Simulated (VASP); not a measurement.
A run of VASP 6.6.1 is set up as follows.

The input INCAR:

```
SYSTEM = LiBi2I2O2
  PREC = Accurate
  ENCUT = 550
  EDIFF = 1E-6
  ISMEAR = 0
  SIGMA = 0.05
  LREAL = .FALSE.
  LASPH = .TRUE.
  NELM = 60
  ALGO = Normal
  ISIF = 2
  LWAVE = .FALSE.
  LCHARG = .FALSE.
  GGA = RP
```

The input KPOINTS:

```
regular mesh
0
G
  6 6 3
  0 0 0
```

Contents of POSCAR:

```
LiBi2I2O2
1.0
    4.2328230000      0.0000000000      0.0000000000
    0.0000000000      4.2328230000      0.0000000000
    0.0000000000      0.0000000000      9.9999390000
Bi I O Li
2 2 2 1
Cartesian
    0.0000000000      2.1164115000      1.0817634012
    2.1164115000      0.0000000000      8.9181755988
    2.1164115000      0.0000000000      3.2249703276
    0.0000000000      2.1164115000      6.7749686724
    0.0000000000      0.0000000000      0.0000000000
    2.1164115000      2.1164115000      0.0000000000
    0.0000000000      0.0000000000      4.9999695000
```

Potentials or basis: VASP PAW PBE potentials, release 64 (Bi_d_GW, I_GW, O_GW, Li_GW).

The run is started by

```console
$ cat potpaw_PBE.64/Bi_d_GW/POTCAR potpaw_PBE.64/I_GW/POTCAR potpaw_PBE.64/O_GW/POTCAR potpaw_PBE.64/Li_GW/POTCAR > POTCAR
$ mpirun -np 1 vasp_std > vasp.out
```

Problem. Predict the largest force.

Solution. 0.178 eV/Å.

Problem. Predict the band gap on the k mesh.

Solution. None (metal or under the smearing width).

Problem. Estimate the pressure.

Solution. 1.9 GPa.

Stress tensor (GPa, compression positive):
```
2.04 0.00 0.00
0.00 2.04 0.00
0.00 0.00 1.73
```

Caveat: the PAW data sets were made with another functional, which shifts forces and pressure a little; spin-orbit coupling is left out, which moves the levels of the heavy elements; an odd number of electrons without spin polarisation forces a metal; a magnetic or distorted state may lie lower.
